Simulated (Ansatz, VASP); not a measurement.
# SiO2 (Quartz): VASP beside Ansatz

One calculation is typed for both programs; each brings its own data sets. How far apart do they land? The cell is taken from a series of runs on this material, whose earlier steps may have relaxed, scaled, displaced or heated it; both programs get it as it stands.

Calculated with Ansatz 0.2.0; plane waves, with VASP 6.6.1 beside it; single point at LDA.

## (1) Starting point

The structure is trigonal, space group P3_121 (No. 152). The conventional cell has a = 4.868 Å, b = 4.868 Å, c = 5.367 Å, α = 90.00°, β = 90.00°, γ = 120.00°. Si has 4 O at 1.61 Å nearest. Nearest to O lie 2 Si at 1.61 Å. Farther neighbours and most contacts between anions are not listed.

As a file:

```xyz
9
Lattice="4.8682 0.0000 0.0000 -2.4341 4.2160 0.0000 0.0000 0.0000 5.3667" Properties=species:S:1:pos:R:3 pbc="T T T"
Si    2.6046    0.0000    1.7889
Si   -1.3023    2.2556    3.5778
Si    1.1318    1.9603    0.0000
O    -0.3414    1.7337    4.7634
O     1.1033    3.0534    1.1856
O    -0.7619    3.6448    2.9745
O     1.6722    0.5712    0.6033
O     2.0927    2.4822    4.1811
O     3.5374    1.1626    2.3922
```

## (2) VASP: single point, LDA

A single point gives forces, pressure and levels at one fixed geometry, so differences don't come from the geometry; what else differs is listed under the comparison.

Lines of VASP's logs that name or quote its potential files are left out, and so is its time.

Contents of INCAR:

```
SYSTEM = SiO2
PREC = Accurate
ENCUT = 600
EDIFF = 1E-06
NELM = 120
ISMEAR = -1
SIGMA = 0.02
LREAL = .FALSE.
ALGO = Normal
GGA = PW92
NBANDS = 33
LORBIT = 11
LWAVE = .FALSE.
LCHARG = .FALSE.
ISIF = 2
LASPH = .TRUE.
GGA_COMPAT = .FALSE.
EFERMI = MIDGAP
KPAR = 2
```

Contents of POSCAR:

```
SiO2
1.0
    4.8681610559      0.0000000000      0.0000000000
   -2.4340805279      4.2159511441      0.0000000000
    0.0000000000      0.0000000000      5.3666889588
Si O
3 6
Direct
    0.5350254852      0.0000000000      0.3333333333
    0.0000000000      0.5350254852      0.6666666667
    0.4649745148      0.4649745148      0.0000000000
    0.1354822633      0.4112330807      0.8875873474
    0.5887669193      0.7242491826      0.2209206808
    0.2757508174      0.8645177367      0.5542540141
    0.4112330807      0.1354822633      0.1124126526
    0.7242491826      0.5887669193      0.7790793192
    0.8645177367      0.2757508174      0.4457459859
```

Contents of KPOINTS:

```
Automatic mesh
0
Gamma
6 6 4
0 0 0
```

PAW data sets: Si and O (LDA family, release 64).

Started as:

```
mpirun -np 2 vasp_std
```

Numbers of over 12 decimals in the logs are rounded to 6 here.

Output:

```text
[banner, memory and clock lines left out]
running    2 mpi-ranks, on    1 nodes
 distrk:  each k-point on    1 cores,    2 groups
 distr:  one band on    1 cores,    1 groups

 POSCAR found type information on POSCAR SiO
 POSCAR found :  2 types and       9 ions
|                                                                             |
|               ----> ADVICE to this user running VASP <----                  |
|                                                                             |
|     You enforced a specific xc type in the INCAR file but a different       |
|     [... a line on the potential file left out ...]
|     I HOPE YOU KNOW WHAT YOU ARE DOING!                                     |
|                                                                             |

 LDA part: xc-table for (Slater(with rela. corr.)+PW92), standard interpolation
 POSCAR, INCAR and KPOINTS ok, starting setup
 FFT: planning ... GRIDC
 FFT: planning ... GRID_SOFT
 FFT: planning ... GRID
 WAVECAR not read
 entering main loop
       N       E                     dE             d eps       ncg     rms          rms(c)
DAV:   1     0.291224564004E+03    0.29122E+03   -0.27467E+04  1584   0.151E+03
DAV:   2    -0.688215209968E+02   -0.36005E+03   -0.34819E+03  2091   0.322E+02
DAV:   3    -0.877018562162E+02   -0.18880E+02   -0.18798E+02  1999   0.780E+01
DAV:   4    -0.879123134871E+02   -0.21046E+00   -0.21020E+00  1991   0.921E+00
DAV:   5    -0.879154429904E+02   -0.31295E-02   -0.31283E-02  1976   0.112E+00    0.260E+01
DAV:   6    -0.782713531959E+02    0.96441E+01   -0.36825E+01  1889   0.324E+01    0.129E+01
DAV:   7    -0.781218079486E+02    0.14955E+00   -0.10251E+00  1976   0.505E+00    0.455E+00
DAV:   8    -0.780365686812E+02    0.85239E-01   -0.55294E-02  1975   0.171E+00    0.167E+00
DAV:   9    -0.780232395200E+02    0.13329E-01   -0.17116E-02  1992   0.948E-01    0.265E-01
DAV:  10    -0.780235913214E+02   -0.35180E-03   -0.19495E-03  1952   0.251E-01    0.944E-02
DAV:  11    -0.780235229677E+02    0.68354E-04   -0.53818E-04  1976   0.138E-01    0.221E-02
DAV:  12    -0.780235223487E+02    0.61905E-06   -0.13140E-05  1984   0.221E-02    0.655E-03
DAV:  13    -0.780235224056E+02   -0.56962E-07   -0.20106E-06  1400   0.840E-03
   1 F= -.78023522E+02 E0= -.78023522E+02  d E =0.000000E+00
```

From OUTCAR (step 2):

```text
ion  position               nearest neighbor table
   1  0.535  0.000  0.333-   5 1.61   9 1.61   7 1.61   6 1.61   3 3.04   3 3.04   2 3.04   2 3.04

  LATTYP: Found a hexagonal cell.
 ALAT       =     4.8681610559
 C/A-ratio  =     1.1024057950

 Subroutine GETGRP returns: Found  6 space group operations
 (whereof  2 operations were pure point group operations)

The static configuration has the point symmetry C_2 .
 The point group associated with its full space group is D_3 .

 Found     24 irreducible k-points:

   k-points           NKPTS =     24   k-points in BZ     NKDIM =     24   number of bands    NBANDS=     33

   dimension x,y,z NGX =    40 NGY =   40 NGZ =   48
   dimension x,y,z NGXF=    80 NGYF=   80 NGZF=   96

   ENCUT  =  600.0 eV  44.10 Ry    6.64 a.u.   9.72  9.72 10.72*2*pi/ulx,y,z

   NELECT =      48.0000    total number of electrons

 k-points in reciprocal lattice and weights: Automatic mesh
   0.00000000  0.00000000  0.00000000       0.007
   0.16666667  0.00000000  0.00000000       0.042
   0.33333333  0.00000000  0.00000000       0.042
   0.50000000 -0.00000000  0.00000000       0.021
   0.16666667  0.16666667  0.00000000       0.042
   0.33333333  0.16666667  0.00000000       0.083
   0.33333333  0.33333333  0.00000000       0.014
   0.00000000  0.00000000  0.25000000       0.014
   0.16666667  0.00000000  0.25000000       0.042
[...]
0.33333333  0.16666667  0.50000000       0.083
   0.33333333  0.33333333  0.50000000       0.014

 average (electrostatic) potential at core
       1 -87.8790       2 -87.8790       3 -87.8790       4 -73.2971       5 -73.2971
       6 -73.2971       7 -73.2971       8 -73.2971       9 -73.2971

 E-fermi :   3.9810

 k-point     1 :       0.0000    0.0000    0.0000
  band No.  band energies     occupation
    ...
     20       0.0156      2.00000
     21       0.0156      2.00000
     22       0.2235      2.00000
     23       0.7659      2.00000
     24       0.7659      2.00000
     25       6.8979      0.00000
     26      10.1058      0.00000
     27      10.1058      0.00000
     28      10.7585      0.00000
     29      10.7585      0.00000
    ...

 k-point     2 :       0.1667    0.0000    0.0000
  band No.  band energies     occupation
    ...
     20      -0.0445      2.00000
     21       0.0318      2.00000
     22       0.1697      2.00000
     23       0.8078      2.00000
     24       0.8460      2.00000
     25       7.3354      0.00000
     26      10.1450      0.00000
     27      10.1940      0.00000
     28      10.7015      0.00000
     29      10.8629      0.00000
    ...

 k-point     3 :       0.3333    0.0000    0.0000
  band No.  band energies     occupation
    ...
     20      -0.0637      2.00000
     21       0.0217      2.00000
     22       0.2424      2.00000
     23       0.8166      2.00000
     24       0.9679      2.00000
     25       8.3585      0.00000
     26      10.2473      0.00000
     27      10.2668      0.00000
     28      10.7534      0.00000
     29      11.1831      0.00000
    ...

  Total        0.1062285      0.1062285      0.1297830      0.0000000      0.0000000      0.0000000
  in kB        1.5452007      1.5452007      1.8878235      0.0000000      0.0000000      0.0000000
  external PRESSURE =       1.6594083 kB  Pullay stress =       0.0000000 kB

  energy-cutoff  :      600.00
  volume of cell :      110.15
      direct lattice vectors                 reciprocal lattice vectors
     4.868161056  0.000000000  0.000000000     0.205416376  0.118597200  0.000000000
    -2.434080528  4.215951144  0.000000000     0.000000000  0.237194400  0.000000000
     0.000000000  0.000000000  5.366688959     0.000000000  0.000000000  0.186334630

 POSITION                                       TOTAL-FORCE (eV/Angst)
 -----------------------------------------------------------------------------------
      2.60459      0.00000      1.78890         0.018811      0.000000      0.000000
     -1.30230      2.25564      3.57779        -0.009405      0.016291      0.000000
      1.13179      1.96031      0.00000        -0.009405     -0.016291      0.000000
     -0.34142      1.73374      4.76341        -0.012404     -0.002653      0.005221
      1.10333      3.05340      1.18561         0.008500     -0.009416      0.005221
     -0.76191      3.64476      2.97451         0.003905      0.012069      0.005221
      1.67217      0.57119      0.60328         0.003905     -0.012069     -0.005221
      2.09266      2.48221      4.18108        -0.012404      0.002653     -0.005221
      3.53741      1.16255      2.39218         0.008500      0.009416     -0.005221
 -----------------------------------------------------------------------------------
    total drift:                                0.000000      0.000000     -0.000000

  FREE ENERGIE OF THE ION-ELECTRON SYSTEM (eV)
  ---------------------------------------------------
  free  energy   TOTEN  =       -78.0235224056 eV

  energy  without entropy=      -78.0235224056  energy(sigma->0) =      -78.02352241

 total charge
# of ion       s       p       d       tot
------------------------------------------
    1        0.657   1.030   0.000   1.687
    2        0.657   1.030   0.000   1.687
    3        0.657   1.030   0.000   1.687
    4        1.538   3.689   0.000   5.227
    5        1.538   3.689   0.000   5.227
    6        1.538   3.689   0.000   5.227
    7        1.538   3.689   0.000   5.227
    8        1.538   3.689   0.000   5.227
    9        1.538   3.689   0.000   5.227
--------------------------------------------------
tot         11.198  25.225   0.000  36.423

[... 3 further parts left out ...]
```

The run ends at a pressure of 0.17 GPa, with forces up to 0.019 eV/Å.

## (3) Ansatz: single point, LDA

Ansatz runs on its default PAW (the set named soft_2) files.

The same cell, functional (in two slightly different forms), mesh and smearing now go to Ansatz, which takes its cutoff from its data sets.

Contents of input.yaml:

```yaml
crystal:
  lattice:
    - [4.8681610559, 0.0, 0.0]
    - [-2.4340805279, 4.2159511441, 0.0]
    - [0.0, 0.0, 5.3666889588]
  atoms:
    - { symbol: Si, position: [0.5350254852, 0.0, 0.3333333333] }
    - { symbol: Si, position: [0.0, 0.5350254852, 0.6666666667] }
    - { symbol: Si, position: [0.4649745148, 0.4649745148, 0.0] }
    - { symbol: O, position: [0.1354822633, 0.4112330807, 0.8875873474] }
    - { symbol: O, position: [0.5887669193, 0.7242491826, 0.2209206808] }
    - { symbol: O, position: [0.2757508174, 0.8645177367, 0.5542540141] }
    - { symbol: O, position: [0.4112330807, 0.1354822633, 0.1124126526] }
    - { symbol: O, position: [0.7242491826, 0.5887669193, 0.7790793192] }
    - { symbol: O, position: [0.8645177367, 0.2757508174, 0.4457459859] }
kpoints:
  mp_grid: { grid: [6, 6, 4] }
  band_path:
    path:
      - [[0.0, 0.0, 0.0], [0.5, 0.0, 0.0], [0.33333333, 0.33333333, 0.0], [0.0, 0.0, 0.0], [0.0, 0.0, 0.5], [0.5, 0.0, 0.5], [0.33333333, 0.33333333, 0.5], [0.0, 0.0, 0.5]]
      - [[0.5, 0.0, 0.5], [0.5, 0.0, 0.0]]
      - [[0.33333333, 0.33333333, 0.5], [0.33333333, 0.33333333, 0.0]]
    npoints: 10
hamiltonian:
  xc: lda
scf:
  occupations: { method: fermi_dirac, width: 0.02 }
  n_extra_bands: 7
output:
  eigenvalues: true
  forces: true
  stress: true
```

Started as:

```
ansatz run input.yaml --threads 3 --pin off --max-ram 92160MiB --backend cuda --events-out ev --progress --plain --runs-dir out --devices 1 --max-vram 13GiB
```

Output:

```text
scf.n_extra_bands = 7 over 24 filled bands (N_el = 48.0): the run solves 31 bands
GPUs: using 1 of 1 available (devices: 1).
Engine: ansatz 0.2.0, x86_64-unknown-linux-gnu
Pseudopotentials: kind: paw
Pseudopotential: Si, paw, valence charge 4, recommended cutoff 420 eV (normal), Si.paw.azcp
Pseudopotential: O, paw, valence charge 6, recommended cutoff 420 eV (normal), O.paw.azcp
Functional definition: SPW92
  exchange = slater_x
  correlation = pw_c
device memory: the entry about to start is reckoned to put 1.6 GiB on a device that reports 32.7 GiB free (of which the cap on the GPU budget leaves the run 13.0 GiB)
GPU FFT provider: cuFFT
GPU libraries: cuBLAS 13.8.2, cuFFT 12.4.0, cuSOLVER 12.3.4
Crystal: 9 atoms, lattice volume = 110.146 Å³
Basis set: ecut = 420 eV, 2171 PW (Γ)
Bands: 31, of which v1, the nominal top of the filled ones, is band 24 counted from 1 (23 counted from 0)
Symmetry: 6 space group operations
Space group: P3121 (ITA 152), of the structure as read, at distance tolerance 4.8e-5 Å
k-points: 24 of 144 (time reversal used)
Non-local potential: Si, projectors of the file, l = 0: 2, l = 1: 2, l = 2: 2
Non-local potential: O, projectors of the file, l = 0: 2, l = 1: 2, l = 2: 1
PAW form: soft (Blöchl's): semilocal exchange-correlation on the pseudo side does not see the compensation charge
PAW frozen core: Si, regenerated for the run's functional, and the local potential with it (the file was generated under x = pbe(κ = 0.804, μ = 0.219515), c = pbe(β = 0.066725))
PAW frozen core: O, regenerated for the run's functional, and the local potential with it (the file was generated under x = pbe(κ = 0.804, μ = 0.219515), c = pbe(β = 0.066725))
PAW one-centre angular grid: Si, 110 points (default); XC on 64 Gauss nodes
PAW one-centre angular grid: O, 110 points (default); XC on 64 Gauss nodes
Initial density: superposition of atomic densities (neutral atoms: chi_scale 0, normalization atom), corrected by the library's trained network
Initial wavefunctions: pseudopotential atomic-orbital guess
GPU buffer pool allocated for 46656 grid points (all kernels)
GPU transforms: local potential and band sums: pruned to the plane-wave sphere, on 36×36×36
Functional: x = slater, c = lda
SCF iter   1: F=—  HF=-5168.214899 eV  |F-HF|=—  |Δ(HF+E_count)|=         —  Δρ=1.38e-2  dr2=1.89e-1  ethr=1.77e-3  ⟨swp⟩=7.5  Hψ=4010  notcnv=0
preconditioner: auto → Resta (q_TF=auto, 2.376 Å⁻¹)  ε∞=3.3  [insulator: Δε(μ)=5.668 eV  Ē_g=16.209 eV  σ=0.020 eV  W_gap=1.00  n_scr=22 (ndim 8)  ℏωp=24.5 eV  f_vac=0.097  D(μ)=0.00/eV (n_scr^D=0)  ε∞_Penn≈3.3]
SCF iter   2: F=—  HF=-5168.161993 eV  |F-HF|=—  |Δ(HF+E_count)|=   5.29e-2  Δρ=3.57e-3  dr2=5.60e-3  ethr=3.93e-4  ⟨swp⟩=2.2  Hψ=1482  notcnv=0  defer=24
SCF iter   3: F=—  HF=-5168.160704 eV  |F-HF|=—  |Δ(HF+E_count)|=   1.29e-3  Δρ=1.73e-3  dr2=1.98e-3  ethr=1.17e-5  ⟨swp⟩=2.0  Hψ=1017  notcnv=0  defer=24
SCF iter   4: F=—  HF=-5168.160200 eV  |F-HF|=—  |Δ(HF+E_count)|=   5.04e-4  Δρ=1.52e-4  dr2=3.27e-5  ethr=4.13e-6  ⟨swp⟩=2.0  Hψ=1151  notcnv=0  defer=24
SCF iter   5: F=—  HF=-5168.160341 eV  |F-HF|=—  |Δ(HF+E_count)|=   1.41e-4  Δρ=2.68e-5  dr2=5.96e-7  ethr=6.81e-8  ⟨swp⟩=2.8  Hψ=1338  notcnv=0  defer=24
SCF iter   6: F=-5168.160342 eV  HF=-5168.160342 eV  |F-HF|=3.01e-8  |Δ(HF+E_count)|=   2.94e-7  Δρ=5.40e-6  dr2=2.94e-8  ethr=2.08e-10  ⟨swp⟩=10.4  Hψ=3343  notcnv=0
SCF 1 converged in 6 iterations: F = -5168.160342 eV  dr2 = 2.94e-8
  greatest PAW one-centre occupation: 0.858 electrons in one spin orbital (limit 2), on the O atom at site 8 (counted from 0), in its partial waves of l = 0
device memory: the entry about to start is reckoned to put 1.7 GiB on a device that reports 33.1 GiB free (of which the cap on the GPU budget leaves the run 13.0 GiB)
NSCF: frozen V_eff on 93 k-points
SCF converged after 6 iterations
Free energy (F): -5168.160342 eV
Harris-Foulkes:  -5168.160342 eV  (|F-HF|=3.01e-8)
Internal energy: -5168.160342 eV  (E = F + TS)
E sigma→0 (E₀):  -5168.160342 eV
Fermi energy:    5.385884 eV
--- Per-component energies (eV) ---
  E_band       = -206.472235
  E_kinetic    = 1202.370984
  E_local      = -2884.881871  (includes V_loc(G=0)·N_el)
  E_nonlocal   = 376.809551
  E_hartree    = 1021.653043
  E_xc         = -602.900705
  E_vxc        = -705.600140  (∫ρ·V_xc dr)
  E_paw        = -2349.120299  (= ΣΔE_a)
  E_vpaw       = -238.491849  (= ΣTr[D̂ρ^β])
  E_aug_tail   = 0.015935  (compensation charges beyond the density's cutoff)
  E_ewald      = -1932.941501
  E_core_change = 0.834521  (= ΣΔE_core)
  E_smearing   = -0.000000  (= −TS)
  E_closure    = -0.000000  (closes the sum)
  Σ components = -5168.160342   (vs F -5168.160342, Δ=0.00e0)
--- Forces (eV/Å), atoms counted from 1 ---
  atom   1  Si     0.00004593    -0.00000000     0.00000000
  atom   2  Si    -0.00002296     0.00003977    -0.00000000
  atom   3  Si    -0.00002296    -0.00003977     0.00000000
  atom   4  O     -0.00113143     0.00017489    -0.00022259
  atom   5  O      0.00041426    -0.00106729    -0.00022259
  atom   6  O      0.00071717     0.00089240    -0.00022259
  atom   7  O      0.00071717    -0.00089240     0.00022259
  atom   8  O     -0.00113143    -0.00017489     0.00022259
  atom   9  O      0.00041426     0.00106729     0.00022259
  max |Σ_I F_I| component: 8.67e-17 eV/Å
--- Stress (GPa, compression-positive) ---
       -0.033281      -0.000000       0.000000
       -0.000000      -0.033281      -0.000000
        0.000000      -0.000000      -0.032092
  P = ⅓ Tr σ = -0.0329 GPa (-0.329 kbar)
--- Band table (eV; the first three rows and the last of 24) ---
  k-point 0: bands = [... 20 lower, 1.4034, 1.6116, 2.1608, 2.1608, 8.2789, 11.5143, 11.5143, 12.1596, ... 3 higher]
  k-point 1: bands = [... 20 lower, 1.3138, 1.7866, 2.2581, 2.3423, 8.8927, 11.3605, 11.4830, 11.5568, ... 3 higher]
  k-point 2: bands = [... 20 lower, 1.1736, 2.1652, 2.1652, 2.3836, 10.2584, 10.2584, 11.2545, 11.9445, ... 3 higher]
  k-point 23: bands = [... 20 lower, 1.5090, 1.6984, 1.8735, 1.8735, 11.4191, 11.9668, 11.9668, 12.3277, ... 3 higher]
```

## (4) Differences

Known differences besides the potentials themselves: the cutoff is 420 eV in Ansatz and 600 eV in VASP; VASP's log shows a relativistic correction to its local exchange, Ansatz's none. Total energies have different zeros and are not compared.

Compared:

```csv
quantity,Ansatz,VASP,difference
pressure (GPa),-0.03,0.17,-0.20
gap on the k mesh (eV),5.823,5.834,-0.011
```

At this near-relaxed geometry the largest component of a force difference is 19 meV/Å. A gap on the mesh is an upper bound, since the band edges may lie between its points.

## (5) Results

| Property | Result |
| --- | --- |
| difference in gap on the k mesh (single point, LDA) | -0.011 eV |
| r.m.s. force difference (single point, LDA) | 8.7 meV/Å |

**Reading.** The r.m.s. force difference is 8.7 meV/Å (single point, LDA), within the 12 meV/Å picked in this series as the mark of a large difference. How closely two codes agree says nothing of how well the functional describes the real material.

[Lines on the potential files, build, host, timing and source positions are cut from VASP's logs without a mark.]

[Logs are printed without paths, hosts, clocks, repeated set-up lines and the standing remarks that a program may print on its own settings, such as how far it seeks lower states.]

[Hosts, paths, dates, database ids (printed as entryN), source tags and the programs' standing remarks are cut or masked in the printed files.]
